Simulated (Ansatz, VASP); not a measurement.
**One calculation of NaLiAlCl4, two programs**

File INCAR:

```
SYSTEM = NaLiAlCl4
PREC     = Accurate       ! precision mode
ENCUT    = 520            ! plane-wave cutoff, eV
EDIFF    = 1E-7           ! SCF threshold, eV
ISMEAR   = 0              ! smearing method
SIGMA    = 0.1            ! smearing width, eV
LREAL    = .False.        ! projectors in reciprocal space
LASPH    = .True.         ! aspherical terms in the spheres
NELM     = 100            ! most SCF steps
ALGO     = Normal         ! electronic algorithm
ISIF     = 2              ! what is computed and relaxed
LWAVE    = .False.        ! write WAVECAR
LCHARG   = .False.        ! write CHGCAR
GGA      = PE             ! functional
NBANDS   = 30             ! bands
```

The input KPOINTS:

```
Automatic mesh
0
Gamma
  6 6 6
  0 0 0
```

File POSCAR:

```
NaLiAlCl4
1.0
    0.0000000000      5.3061044813      5.3061044813
    5.3061044813      0.0000000000      5.3061044813
    5.3061044813      5.3061044813      0.0000000000
Na Li Al Cl
1 1 1 4
Direct
    0.0000000000      0.0000000000      0.0000000000
    0.7500000000      0.7500000000      0.7500000000
    0.5000000000      0.5000000000      0.5000000000
    0.1453923984      0.6182025339      0.6182025339
    0.6182025339      0.1453923984      0.6182025339
    0.6182025339      0.6182025339      0.1453923984
    0.6182025339      0.6182025339      0.6182025339
```

Input for Ansatz:

```yaml
crystal:
  lattice:
    - [0.0, 5.3061044813, 5.3061044813]
    - [5.3061044813, 0.0, 5.3061044813]
    - [5.3061044813, 5.3061044813, 0.0]
  atoms:
    - { symbol: Na, position: [0.0, 0.0, 0.0] }
    - { symbol: Li, position: [0.75, 0.75, 0.75] }
    - { symbol: Al, position: [0.5, 0.5, 0.5] }
    - { symbol: Cl, position: [0.1453923984, 0.6182025339, 0.6182025339] }
    - { symbol: Cl, position: [0.6182025339, 0.1453923984, 0.6182025339] }
    - { symbol: Cl, position: [0.6182025339, 0.6182025339, 0.1453923984] }
    - { symbol: Cl, position: [0.6182025339, 0.6182025339, 0.6182025339] }
basis:
  ecutwfc: 420
kpoints:
  mp_grid: { grid: [6, 6, 6] }
  band_path:
    path:
      - [[0.0, 0.0, 0.0], [-0.5, -0.5, 0.0], [-0.375, -0.375, 0.25]]
      - [[-0.375, 0.0, 0.375], [0.0, 0.0, 0.0], [0.0, 0.0, 0.5], [-0.5, -0.25, 0.25], [-0.5, -0.5, 0.0]]
    npoints: 14
hamiltonian:
  xc: pbe
scf:
  occupations: { method: gaussian, width: 0.1 }
  n_extra_bands: 17
output:
  forces: true
  stress: true
  eigenvalues: true
  populations: true
  dos: { projected: true, de: 0.02, nscf_kmesh: { grid: [8, 8, 8] } }
  bader: true
  write_density: true
  write_potential: true
  elf: true
  volumetric_format: npy
```

The cell was built by a generator and needn't be a form met in nature.

Alike in both runs: task single point; functional PBE; k mesh 6 × 6 × 6; occupations gaussian, width 0.1 eV; no spin polarisation.

|  | VASP | Ansatz |
| --- | --- | --- |
| version | VASP 6.6.1 | Ansatz 0.2.0 |
| potentials or method | VASP PAW PBE potentials, release 64 (Na_pv, Li_sv, Al, Cl) | scalar-relativistic, plane waves, PAW |
| plane-wave cutoff (eV) | 520 | 420 |
| valence electrons in the cell | 41 | 43 |

Ansatz gave:

| Property | Result |
| --- | --- |
| gap on the k mesh at the Fermi level (eV) | none |
| rms of the force components (eV/Å) | 0.000 |

**Question.** Estimate VASP's values.

**Answer.** gap on the k mesh at the Fermi level (eV): none; rms of the force components (eV/Å): 0.013.

Atom by atom the forces differ by 0.013 eV/Å (rms over components). A gap of «none» marks a metal or a gap that the smearing closes. With one functional, cell and mesh, what is left measures potentials, basis and numerics. The two sets of potentials don't hold the same shells in valence. Ansatz warned: «xc_potential_rough_in_thin_density».

Caveats: an odd number of electrons without spin polarisation forces a metal; a magnetic or distorted state may lie lower.
